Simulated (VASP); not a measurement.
Given:

```xyz
3
Lattice="0.0000 3.0280 3.0280 3.0280 0.0000 3.0280 3.0280 3.0280 0.0000" Properties=species:S:1:pos:R:3 pbc="T T T"
Al     1.5140     1.5140     1.5140
Al     4.5421     4.5421     4.5421
Au     0.0000     0.0000     0.0000
```

Calculation: PBE GGA, VASP's PBE PAW potentials (set 64) (plane waves; VASP 6.6.1). Run with 520 eV cut-off, 10×10×10 Γ-centred mesh, tetrahedra with Blöchl corrections, potentials Al Au.

Unless said otherwise, spin-orbit coupling is left out, though it shifts the bands of the heavy elements here.

Question: Predict the energy per atom (σ→0), band gap (on the k-mesh) with the smallest direct gap where there is one.

Answer: 
* **band gap (on the k-mesh)**: none (metal, semimetal or under 0.01 eV)
* **energy per atom (σ→0)**: -4.007 eV/atom

The absolute energy has meaning only against runs of the same code, potentials and settings.

The compound is AuAl2 in the fluorite structure. It was relaxed first. The electron count is odd and the run is not spin-polarised, which forces a metal.
